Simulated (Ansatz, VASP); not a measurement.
# AlN (AlN (P6_3mc)) in two plane-wave programs, part 2 of 2

One calculation is typed for both programs; each brings its own data sets. How far apart do they land? The cell is taken from a series of runs on this material, whose earlier steps may have relaxed, scaled, displaced or heated it; both programs get it as it stands.

VASP 6.6.1 and Ansatz 0.2.0.

So far: Starting point; Ansatz: single point, HSE06.

## Step 3: VASP: single point, HSE06

Level of this step: HSE06; plane waves and PAW (Al, N) (VASP).

The same cell, functional and mesh now go to VASP, with its own data sets.

Lines of VASP's logs that name or quote its potential files are left out, and so is its time.

The run reads the wave functions of an earlier VASP run, which isn't shown here.

INCAR reads:

```
SYSTEM = AlN
PREC = Accurate
ENCUT = 520
EDIFF = 1E-06
NELM = 100
ISMEAR = 0
SIGMA = 0.01
LREAL = Auto
ALGO = Normal
LHFCALC = .TRUE.
AEXX = 0.25
GGA = PE
HFSCREEN = 0.208
LASPH = .TRUE.
NBANDS = 97
PRECFOCK = Fast
LORBIT = 11
LWAVE = .FALSE.
LCHARG = .FALSE.
ISIF = 2
```

POSCAR reads:

```
AlN
1.0
    9.3408219424      0.0000000883      0.0000000000
   -4.6704110476      8.0893890502      0.0000000000
    0.0000000000      0.0000000000      4.9836766600
Al N
18 18
Direct
    0.2222528275      0.1110815223      0.4991892699
    0.1110815223      0.2222528275      0.9991892699
    0.2222528275      0.4444148556      0.4991892699
    0.1110815223      0.5555861608      0.9991892699
    0.2222528275      0.7777481889      0.4991892699
    0.1110815223      0.8889194942      0.9991892699
    0.5555861608      0.1110815223      0.4991892699
    0.4444148556      0.2222528275      0.9991892699
    0.5555861608      0.4444148556      0.4991892699
    0.4444148556      0.5555861608      0.9991892699
    0.5555861608      0.7777481889      0.4991892699
    0.4444148556      0.8889194942      0.9991892699
    0.8889194942      0.1110815223      0.4991892699
    0.7777481889      0.2222528275      0.9991892699
    0.8889194942      0.4444148556      0.4991892699
    0.7777481889      0.5555861608      0.9991892699
    0.8889194942      0.7777481889      0.4991892699
    0.7777481889      0.8889194942      0.9991892699
    0.2220149489      0.1113173680      0.8808107301
    0.1113173680      0.2220149489      0.3808107301
    0.2220149489      0.4446507013      0.8808107301
    0.1113173680      0.5553482822      0.3808107301
    0.2220149489      0.7779840347      0.8808107301
    0.1113173680      0.8886816156      0.3808107301
    0.5553482822      0.1113173680      0.8808107301
    0.4446507013      0.2220149489      0.3808107301
    0.5553482822      0.4446507013      0.8808107301
    0.4446507013      0.5553482822      0.3808107301
    0.5553482822      0.7779840347      0.8808107301
    0.4446507013      0.8886816156      0.3808107301
    0.8886816156      0.1113173680      0.8808107301
    0.7779840347      0.2220149489      0.3808107301
    0.8886816156      0.4446507013      0.8808107301
    0.7779840347      0.5553482822      0.3808107301
    0.8886816156      0.7779840347      0.8808107301
    0.7779840347      0.8886816156      0.3808107301
```

KPOINTS reads:

```
Automatic mesh
0
Gamma
1 1 2
0 0 0
```

PAW data sets: Al and N (PBE family, release 64).

Command:

```
> export OMP_NUM_THREADS=3
> mpirun -np 1 vasp_std
```

The program printed:

```text
[banner, memory and clock lines left out]
running    1 mpi-ranks, on    1 nodes
[...]
Offloading initialized ...    1 GPUs detected
[...]
LDA part: xc-table for (Slater+PW92), standard interpolation
 found WAVECAR, reading the header
 POSCAR, INCAR and KPOINTS ok, starting setup
[...]
reading WAVECAR
 the WAVECAR file was read successfully
 initial charge from wavefunction
 entering main loop
       N       E                     dE             d eps       ncg     rms          rms(c)
DAV:   1    -0.312694698644E+03   -0.31269E+03   -0.87304E+00   493   0.875E+00    0.357E+01
DAV:   2    -0.312752268008E+03   -0.57569E-01   -0.18934E-01   423   0.145E+00    0.245E+01
DAV:   3    -0.312743137586E+03    0.91304E-02   -0.30692E-03   423   0.216E-01    0.149E+01
DAV:   4    -0.312739383134E+03    0.37545E-02   -0.13002E-03   448   0.100E-01    0.881E+00
[...]
DAV:   9    -0.312737645004E+03    0.11913E-04   -0.42921E-06   335   0.784E-03    0.565E-01
DAV:  10    -0.312737642798E+03    0.22057E-05   -0.16799E-06   248   0.517E-03    0.330E-01
DAV:  11    -0.312737642716E+03    0.82257E-07   -0.82540E-07   216   0.348E-03
   1 F= -.31273764E+03 E0= -.31273764E+03  d E =-.318042E-48
```

Parts of OUTCAR (step 3):

```text
  Total       -3.5114683     -4.0367557     -6.7174211     -0.4549123      0.0000000      0.0000000
  in kB      -14.9399331    -17.1748273    -28.5800168     -1.9354750      0.0000000      0.0000000
  external PRESSURE =     -20.2315924 kB  Pullay stress =       0.0000000 kB

 POSITION                                       TOTAL-FORCE (eV/Angst)
 -----------------------------------------------------------------------------------
      1.55723      0.89858      2.48780         0.027721     -0.016005     -0.083561
     -0.00042      1.79789      4.97964        -0.027721      0.016005     -0.083561
      0.00042      3.59504      2.48780         0.027721     -0.016005     -0.083561
     -1.55722      4.49435      4.97964        -0.027721      0.016005     -0.083561
     -1.55638      6.29151      2.48780         0.027721     -0.016005     -0.083561
     -3.11403      7.19082      4.97964        -0.027721      0.016005     -0.083561
      4.67084      0.89858      2.48780         0.027721     -0.016005     -0.083561
      3.11319      1.79789      4.97964        -0.027721      0.016005     -0.083561
      3.11403      3.59504      2.48780         0.027721     -0.016005     -0.083561
      1.55638      4.49435      4.97964        -0.027721      0.016005     -0.083561
      1.55723      6.29151      2.48780         0.027721     -0.016005     -0.083561
     -0.00042      7.19082      4.97964        -0.027721      0.016005     -0.083561
      7.78444      0.89858      2.48780         0.027721     -0.016005     -0.083561
      6.22680      1.79789      4.97964        -0.027721      0.016005     -0.083561
[...]
-----------------------------------------------------------------------------------
    total drift:                                0.001802      0.003115      0.050916

  FREE ENERGIE OF THE ION-ELECTRON SYSTEM (eV)
  ---------------------------------------------------
  free  energy   TOTEN  =      -312.7376427161 eV

  energy  without entropy=     -312.7376427161  energy(sigma->0) =     -312.73764272

[... 3 further parts left out ...]
[key lines of the parts left out:]
E-fermi :   5.3836
```

The run ends at a pressure of -2.02 GPa, with forces up to 0.098 eV/Å.

## Step 4: Comparison

Known differences besides the potentials themselves: exact exchange at q = 0 is treated differently, which shows on coarse meshes; VASP keeps PBE cores, Ansatz makes them for the functional; fixed occupations in Ansatz, narrow Gaussian smearing in VASP; the cutoff is 420 eV in Ansatz and 520 eV in VASP (PREC = Accurate, projectors in real space); VASP takes a coarser grid for exact exchange (PRECFOCK = Fast). Total energies have different zeros and are not compared.

The two programs side by side:

| quantity | Ansatz | VASP | difference |
| --- | --- | --- | --- |
| gap on the k mesh (eV) | 5.551 | 5.556 | -0.005 |

Forces on 10 of the 36 atoms, those with the largest forces and the largest differences (eV/Å; atoms numbered as in POSCAR):

| atom | Ansatz x, y, z | VASP x, y, z |
| --- | --- | --- |
| Al7 | 0.028, -0.016, -0.086 | 0.028, -0.016, -0.084 |
| Al9 | 0.028, -0.016, -0.086 | 0.028, -0.016, -0.084 |
| Al10 | -0.028, 0.016, -0.086 | -0.028, 0.016, -0.084 |
| N20 | -0.044, 0.025, 0.086 | -0.044, 0.025, 0.084 |
| N22 | -0.044, 0.025, 0.086 | -0.044, 0.025, 0.084 |
| N26 | -0.044, 0.025, 0.086 | -0.044, 0.025, 0.084 |
| N28 | -0.044, 0.025, 0.086 | -0.044, 0.025, 0.084 |
| N30 | -0.044, 0.025, 0.086 | -0.044, 0.025, 0.084 |
| N32 | -0.044, 0.025, 0.086 | -0.044, 0.025, 0.084 |
| N34 | -0.044, 0.025, 0.086 | -0.044, 0.025, 0.084 |

The forces differ by 1.4 meV/Å r.m.s., which is 2.6 % of the r.m.s. force of 0.054 eV/Å (both taken over all components). A gap on the mesh is an upper bound, since the band edges may lie between its points.

## Step 5: What came out

```yaml
r_m_s_force_difference_single_point_hse06: 1.4 meV/Å
```

The r.m.s. force difference is 1.4 meV/Å (single point, HSE06), within the 12 meV/Å picked in this series as the mark of a large difference. How closely two codes agree says nothing of how well the functional describes the real material.

[Lines on the potential files, build, host, timing and source positions are cut from VASP's logs without a mark.]

[Logs are printed without paths, hosts, clocks, repeated set-up lines and the standing remarks that a program may print on its own settings, such as how far it seeks lower states.]

[Hosts, paths, dates, database ids (printed as entryN), source tags and the programs' standing remarks are cut or masked in the printed files.]
